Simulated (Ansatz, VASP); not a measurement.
# Cross-check of TePb between VASP and Ansatz, part 2 of 2

Aim: how closely do two programs agree when they are given the same cell, functional and k mesh? The structure shown is the end of the Ansatz relaxation below.

VASP 6.6.1 and Ansatz 0.2.0.

So far: The structure; Ansatz: relaxation, RPBE; VASP: single point, RPBE, pair 1.

**4. Side by side**

Known differences besides the potentials themselves: fixed occupations in Ansatz, narrow Gaussian smearing in VASP; the data sets hold 30 valence electrons in Ansatz (on its default PAW (the set named soft_2) files) and 20 in VASP; the cutoff is 420 eV in Ansatz and 500 eV in VASP; Ansatz makes its cores anew for this functional, VASP keeps those of its PBE data sets; Ansatz's pressure holds a Pulay correction, VASP's none. Total energies have different zeros and are not compared.

The two programs side by side:

```csv
quantity,Ansatz,VASP,difference
pressure (GPa),4.97,4.90,+0.07
gap on the k mesh (eV),0.737,0.742,-0.005
```

A gap on the mesh is an upper bound, since the band edges may lie between its points; neither run holds spin-orbit coupling, which can move the band edges of a compound of Pb.

**5. Ansatz: relaxation, RPBE**

This run makes the geometry at which the two programs are then compared. The cell compared in this pair holds 54.66 Å³, against 65.79 Å³ for the pair before.

The structure compared here is the end of the Ansatz relaxation.

The input, input.yaml:

```yaml
crystal:
  lattice:
    - [0.0, 3.3275889216, 3.3275889216]
    - [3.3275889216, 0.0, 3.3275889216]
    - [3.3275889216, 3.3275889216, 0.0]
  atoms:
    - { symbol: Te, position: [0.5, 0.5, 0.5] }
    - { symbol: Pb, position: [0.0, 0.0, 0.0] }
kpoints:
  mp_grid: { grid: [8, 8, 8] }
hamiltonian:
  xc: rpbe
scf:
  occupations: { method: fixed }
output:
  forces: true
  stress: true
  eigenvalues: true
relax:
  adjacent_minimum: "off"
  f_tol: 0.001
  max_steps: 60
  cell: { stress_tol: 0.05, p_target: 20.0 }
```

Launch:

```bash
$ ansatz run input.yaml --threads 4 --pin off --max-ram 8192MiB --backend cpu --events-out ev --progress --plain --runs-dir out
```

Numbers of over 12 decimals in the logs are rounded to 6 here.

What it wrote:

```text
[...]
Crystal: 2 atoms, lattice volume = 73.692 Å³
Basis set: ecut = 420 eV, 1459 PW (Γ), exchange–correlation on 64×64×64 points (8 copies of the dense FFT grid, shifted against one another)
Bands: 19, of which v1, the nominal top of the filled ones, is band 15 counted from 1 (14 counted from 0)
Symmetry: 48 space group operations
[...]
k-points: 29 of 512
[...]
k-point 28: bands = [... 11 lower, 3.6356, 7.1203, 7.1203, 11.9078, 14.0106, 17.5353, 17.5353, 20.2265]
--- Relaxed structure (5 steps of the walk, 5 accepted, 1 SCFs on fresh bases) ---
[...]
cell:  # Å, volume = 54.6588 Å³
    - [0, 3.012150, 3.012150]
    - [3.012150, 0, 3.012150]
    - [3.012150, 3.012150, 0]
  atoms:
    - { symbol: Te, position: [0.500000, 0.500000, 0.500000] }
    - { symbol: Pb, position: [0, 0, 0] }
[key lines of the parts left out:]
SCF converged after 6 iterations
Free energy (F): -18910.450239 eV
Fermi energy:    12.707076 eV
P = ⅓ Tr σ = 19.9812 GPa (199.812 kbar)
```

**6. VASP: single point, RPBE, pair 2**

The same cell, functional and mesh now go to VASP, with its own data sets.

The input, INCAR:

```
SYSTEM = TePb
PREC = Accurate
ENCUT = 500
EDIFF = 1E-06
NELM = 120
ISMEAR = 0
SIGMA = 0.01
LREAL = .FALSE.
ALGO = Normal
GGA = RP
NBANDS = 16
LORBIT = 11
LWAVE = .FALSE.
LCHARG = .FALSE.
ISIF = 2
LASPH = .TRUE.
GGA_COMPAT = .FALSE.
EFERMI = MIDGAP
```

The input, POSCAR:

```
TePb
1.0
    0.0000000000      3.0121504344      3.0121504344
    3.0121504344      0.0000000000      3.0121504344
    3.0121504344      3.0121504344      0.0000000000
Te Pb
1 1
Direct
    0.5000000000      0.5000000000      0.5000000000
    0.0000000000      0.0000000000      0.0000000000
```

The input, KPOINTS:

```
Automatic mesh
0
Gamma
8 8 8
0 0 0
```

PAW data sets: Te and Pb_d (PBE family, release 64).

Launch:

```bash
$ mpirun -np 1 vasp_std
```

What it wrote:

```text
[banner, memory and clock lines left out]
running    1 mpi-ranks, on    1 nodes
[...]
[... a notice as in an earlier step ...]

 LDA part: xc-table for (Slater+PW92), standard interpolation
 POSCAR, INCAR and KPOINTS ok, starting setup
[...]
entering main loop
       N       E                     dE             d eps       ncg     rms          rms(c)
DAV:   1     0.151570389981E+03    0.15157E+03   -0.92761E+03   928   0.124E+03
DAV:   2     0.333939191855E+01   -0.14823E+03   -0.14377E+03   960   0.318E+02
DAV:   3    -0.578361603559E+01   -0.91230E+01   -0.90575E+01  1248   0.827E+01
DAV:   4    -0.598672073739E+01   -0.20310E+00   -0.20306E+00  1128   0.141E+01
[...]
DAV:  10    -0.594315703503E+01   -0.18515E-04   -0.20760E-05  1136   0.347E-02    0.127E-02
DAV:  11    -0.594316975303E+01   -0.12718E-04   -0.28392E-05  1184   0.494E-02    0.934E-03
DAV:  12    -0.594316974255E+01    0.10481E-07   -0.36786E-07   896   0.610E-03
   1 F= -.59431697E+01 E0= -.59431697E+01  d E =-.337904E-38
```

OUTCAR, selected parts (step 6):

```text
  Total        6.7908500      6.7908500      6.7908500      0.0000000      0.0000000      0.0000000
  in kB      199.0557619    199.0557619    199.0557619      0.0000000      0.0000000      0.0000000
  external PRESSURE =     199.0557619 kB  Pullay stress =       0.0000000 kB

 POSITION                                       TOTAL-FORCE (eV/Angst)
 -----------------------------------------------------------------------------------
      3.01215      3.01215      3.01215         0.000000     -0.000000     -0.000000
      0.00000      0.00000      0.00000        -0.000000      0.000000      0.000000
 -----------------------------------------------------------------------------------
    total drift:                                0.000000     -0.000000     -0.000000

  FREE ENERGIE OF THE ION-ELECTRON SYSTEM (eV)
  ---------------------------------------------------
  free  energy   TOTEN  =        -5.9431697426 eV

  energy  without entropy=       -5.9431697426  energy(sigma->0) =       -5.94316974

[... 1 part as in an earlier step ...]

[... 2 further parts left out ...]
[key lines of the parts left out:]
E-fermi :   9.0025
```

The run ends at a pressure of 19.91 GPa.

**7. Side by side**

What differs besides the data sets and the points named for the pairs above, as far as they apply: the data sets hold 30 valence electrons in Ansatz (on its default PAW (the set named soft_2) files) and 20 in VASP. Total energies have different zeros and are not compared.

Compared:

| quantity | Ansatz | VASP | difference |
| --- | --- | --- | --- |
| pressure (GPa) | 19.98 | 19.91 | +0.08 |
| gap on the k mesh (eV) | 0.170 | 0.178 | -0.008 |

A gap on the mesh is an upper bound, since the band edges may lie between its points; neither run holds spin-orbit coupling, which can move the band edges of a compound of Pb.

**8. Results**

| Quantity | Value |
| --- | --- |
| difference in gap on the k mesh (single point, RPBE, pair 1) | -0.0055 eV |
| difference in gap on the k mesh (single point, RPBE, pair 2) | -0.0080 eV |

In words: The difference in gap on the k mesh is -0.0080 eV (single point, RPBE, pair 2), within the 0.08 eV picked in this series as the mark of a large difference. The data sets hold unlike numbers of valence electrons (30 in Ansatz and 20 in VASP), so part of the differences comes from the potentials. Such differences can come from data sets, numerical settings and the points named under the comparisons, not from the functional's error against experiment.

[Lines on the potential files, build, host, timing and source positions are cut from VASP's logs without a mark.]

[Logs are printed without paths, hosts, clocks, repeated set-up lines and the standing remarks that a program may print on its own settings, such as how far it seeks lower states.]

[Hosts, paths, dates, database ids (printed as entryN), source tags and the programs' standing remarks are cut or masked in the printed files.]
